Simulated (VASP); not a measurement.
Level of theory: LDA (Ceperley-Alder, Perdew-Zunger), VASP's LDA PAW potentials (set 64) (plane waves; VASP 6.6.1).

VASP input:

**POSCAR**
```
Tc
1
    1.3700000000    -2.3729100000     0.0000000000
    1.3700000000     2.3729100000     0.0000000000
    0.0000000000     0.0000000000     4.3900000000
Tc
2
Direct
  0.3333330000   0.6666670000   0.2500000000
  0.6666670000   0.3333330000   0.7500000000
```

INCAR:
```
SYSTEM = Tc
PREC = Accurate
ENCUT = 520
EDIFF = 1E-6
NELM = 100
ALGO = Normal
LREAL = .FALSE.
LASPH = .TRUE.
ISMEAR = 1
SIGMA = 0.1
LMAXMIX = 4
LWAVE = .FALSE.
LCHARG = .FALSE.
IBRION = 2
ISIF = 3
NSW = 60
EDIFFG = -0.01
```

**KPOINTS**
```
Automatic mesh
0
Gamma
14 14 8
0 0 0
```

POTCAR, in this order: Tc_pv (LDA.64 set). Program: vasp_std.

Output of the run:

### OSZICAR
```
       N       E                     dE             d eps       ncg     rms          rms(c)
DAV:   1     0.308447854871E+03    0.30845E+03   -0.16907E+04  4104   0.162E+03
DAV:   2    -0.168125835091E+02   -0.32526E+03   -0.32209E+03  4438   0.455E+02
DAV:   3    -0.249435059461E+02   -0.81309E+01   -0.79159E+01  4930   0.822E+01
DAV:   4    -0.250283680258E+02   -0.84862E-01   -0.83299E-01  4467   0.800E+00
DAV:   5    -0.250291704811E+02   -0.80246E-03   -0.80212E-03  4568   0.733E-01    0.206E+01
DAV:   6    -0.236062574724E+02    0.14229E+01   -0.35482E+00  4358   0.182E+01    0.618E+00
DAV:   7    -0.234480716275E+02    0.15819E+00   -0.57607E-01  4678   0.649E+00    0.854E-01
DAV:   8    -0.234356416877E+02    0.12430E-01   -0.13273E-02  4185   0.133E+00    0.291E-01
DAV:   9    -0.234354564785E+02    0.18521E-03   -0.61872E-04  4764   0.181E-01    0.294E-02
DAV:  10    -0.234354665330E+02   -0.10054E-04   -0.32656E-05  4323   0.475E-02    0.100E-02
DAV:  11    -0.234354666524E+02   -0.11941E-06   -0.34225E-07  2181   0.631E-03
   1 F= -.23435467E+02 E0= -.23435107E+02  d E =-.234355E+02
       N       E                     dE             d eps       ncg     rms          rms(c)
DAV:   1    -0.303989669130E+02   -0.69635E+01   -0.20774E+02  4131   0.166E+02    0.318E+01
DAV:   2    -0.234241959433E+02    0.69748E+01   -0.17841E+01  4125   0.497E+01    0.500E+00
DAV:   3    -0.229194173519E+02    0.50478E+00   -0.28796E+00  4485   0.175E+01    0.506E+00
DAV:   4    -0.230314408360E+02   -0.11202E+00   -0.11865E-01  4274   0.307E+00    0.664E-01
DAV:   5    -0.230425455459E+02   -0.11105E-01   -0.27067E-02  4502   0.159E+00    0.111E-01
DAV:   6    -0.230432302965E+02   -0.68475E-03   -0.59926E-04  4134   0.206E-01    0.371E-02
DAV:   7    -0.230432379101E+02   -0.76136E-05   -0.12701E-05  4776   0.318E-02    0.702E-03
DAV:   8    -0.230432371519E+02    0.75820E-06   -0.35290E-06  4055   0.178E-02
   2 F= -.23043237E+02 E0= -.23043397E+02  d E =0.392230E+00
       N       E                     dE             d eps       ncg     rms          rms(c)
DAV:   1    -0.279395503890E+02   -0.48963E+01   -0.14075E+02  4258   0.155E+02    0.191E+01
DAV:   2    -0.235946946444E+02    0.43449E+01   -0.12638E+01  4284   0.371E+01    0.377E+00
DAV:   3    -0.234035286755E+02    0.19117E+00   -0.16194E+00  4403   0.123E+01    0.217E+00
DAV:   4    -0.234670062896E+02   -0.63478E-01   -0.60291E-02  4107   0.196E+00    0.289E-01
DAV:   5    -0.234717367379E+02   -0.47304E-02   -0.11155E-02  4667   0.982E-01    0.147E-01
DAV:   6    -0.234723299034E+02   -0.59317E-03   -0.38711E-04  4386   0.169E-01    0.480E-02
DAV:   7    -0.234723300640E+02   -0.16056E-06   -0.11810E-05  4597   0.320E-02    0.307E-03
DAV:   8    -0.234723301308E+02   -0.66822E-07   -0.29276E-07  2099   0.474E-03
   3 F= -.23472330E+02 E0= -.23472092E+02  d E =-.368635E-01
       N       E                     dE             d eps       ncg     rms          rms(c)
DAV:   1    -0.234732341744E+02   -0.90411E-03   -0.23979E-02  4221   0.190E+00    0.284E-01
DAV:   2    -0.234724410024E+02    0.79317E-03   -0.22991E-03  4236   0.510E-01    0.453E-02
DAV:   3    -0.234724041504E+02    0.36852E-04   -0.27706E-04  4476   0.162E-01    0.393E-02
DAV:   4    -0.234724166920E+02   -0.12542E-04   -0.12712E-05  4094   0.301E-02    0.337E-03
DAV:   5    -0.234724170650E+02   -0.37306E-06   -0.24133E-06  3136   0.151E-02
   4 F= -.23472417E+02 E0= -.23472186E+02  d E =-.369504E-01
       N       E                     dE             d eps       ncg     rms          rms(c)
DAV:   1    -0.234725844831E+02   -0.16779E-03   -0.51702E-03  4220   0.881E-01    0.132E-01
DAV:   2    -0.234724145715E+02    0.16991E-03   -0.49096E-04  4229   0.236E-01    0.211E-02
DAV:   3    -0.234724065416E+02    0.80299E-05   -0.59875E-05  4453   0.753E-02    0.180E-02
DAV:   4    -0.234724091979E+02   -0.26563E-05   -0.27016E-06  3832   0.139E-02    0.162E-03
DAV:   5    -0.234724092734E+02   -0.75494E-07   -0.50369E-07  2046   0.709E-03
   5 F= -.23472409E+02 E0= -.23472181E+02  d E =-.369426E-01
       N       E                     dE             d eps       ncg     rms          rms(c)
DAV:   1    -0.234737746045E+02   -0.13654E-02   -0.43640E-02  4177   0.240E+00    0.346E-01
DAV:   2    -0.234724547164E+02    0.13199E-02   -0.36115E-03  4186   0.627E-01    0.645E-02
DAV:   3    -0.234723680060E+02    0.86710E-04   -0.51352E-04  4491   0.210E-01    0.501E-02
DAV:   4    -0.234723831914E+02   -0.15185E-04   -0.27277E-05  4156   0.409E-02    0.578E-03
DAV:   5    -0.234723835455E+02   -0.35402E-06   -0.55787E-06  4320   0.230E-02
   6 F= -.23472384E+02 E0= -.23472144E+02  d E =0.257279E-04
       N       E                     dE             d eps       ncg     rms          rms(c)
DAV:   1    -0.234729466869E+02   -0.56350E-03   -0.16028E-02  4161   0.145E+00    0.212E-01
DAV:   2    -0.234724555960E+02    0.49109E-03   -0.13378E-03  4172   0.382E-01    0.394E-02
DAV:   3    -0.234724225237E+02    0.33072E-04   -0.19054E-04  4491   0.128E-01    0.307E-02
DAV:   4    -0.234724277808E+02   -0.52571E-05   -0.98821E-06  4145   0.247E-02    0.329E-03
DAV:   5    -0.234724279101E+02   -0.12929E-06   -0.19024E-06  2520   0.137E-02
   7 F= -.23472428E+02 E0= -.23472195E+02  d E =-.186367E-04
       N       E                     dE             d eps       ncg     rms          rms(c)
DAV:   1    -0.234724287711E+02   -0.99028E-06   -0.33922E-05  4143   0.673E-02    0.906E-03
DAV:   2    -0.234724278975E+02    0.87361E-06   -0.23456E-06  2382   0.165E-02
   8 F= -.23472428E+02 E0= -.23472195E+02  d E =-.186241E-04
       N       E                     dE             d eps       ncg     rms          rms(c)
DAV:   1    -0.234724685215E+02   -0.39750E-04   -0.14125E-03  4162   0.433E-01    0.622E-02
DAV:   2    -0.234724247604E+02    0.43761E-04   -0.11958E-04  4172   0.114E-01    0.117E-02
DAV:   3    -0.234724220171E+02    0.27433E-05   -0.17072E-05  4516   0.383E-02    0.947E-03
DAV:   4    -0.234724225903E+02   -0.57312E-06   -0.91374E-07  2310   0.770E-03
   9 F= -.23472423E+02 E0= -.23472192E+02  d E =-.133169E-04
```

File OUTCAR:
```
------------------------ aborting loop because EDIFF is reached ----------------------------------------
  FORCE on cell =-STRESS in cart. coord.  units (eV):
  Direction    XX          YY          ZZ          XY          YZ          ZX
  --------------------------------------------------------------------------------------
  Total        0.0175600      0.0175600     -0.0186297      0.0000000     -0.0000000      0.0000000
  in kB        1.0218505      1.0218508     -1.0840945      0.0000000     -0.0000000      0.0000000
  external PRESSURE =       0.3198689 kB  Pullay stress =       0.0000000 kB
  volume of cell :       27.53
      direct lattice vectors                 reciprocal lattice vectors
     1.354058261 -2.345298085  0.000000000     0.369260330 -0.213192516  0.000000000
     1.354058261  2.345298085 -0.000000000     0.369260330  0.213192516  0.000000000
    -0.000000000  0.000000000  4.334937018     0.000000000  0.000000000  0.230683859
 POSITION                                       TOTAL-FORCE (eV/Angst)
 -----------------------------------------------------------------------------------
      1.35406      0.78177      1.08373         0.000000     -0.000000      0.000000
      1.35406     -0.78177      3.25120        -0.000000      0.000000      0.000000
 -----------------------------------------------------------------------------------
    total drift:                               -0.000024      0.000602     -0.000043
  FREE ENERGIE OF THE ION-ELECTRON SYSTEM (eV)
  ---------------------------------------------------
  free  energy   TOTEN  =       -23.4724225903 eV

  energy  without entropy=      -23.4717306588  energy(sigma->0) =      -23.47219195

 reached required accuracy - stopping structural energy minimisation
```
(Selected blocks of OUTCAR.)

File CONTCAR:
```
Tc
   1.00000000000000
     1.3540582611757952   -2.3452980846493929    0.0000000000000000
     1.3540582611757952    2.3452980846493929   -0.0000000000000000
    -0.0000000000000000    0.0000000000000000    4.3349370181939610
  Tc
     2
Direct
     0.3333330000000032    0.6666669999999968    0.2500000000000000
     0.6666669999999968    0.3333330000000032    0.7500000000000000
```

Energy and stress use the plane-wave basis of the starting cell.

The compound is Tc in the hcp structure. This run relaxes it. Symmetry was kept, so distortions that lower it aren't found.
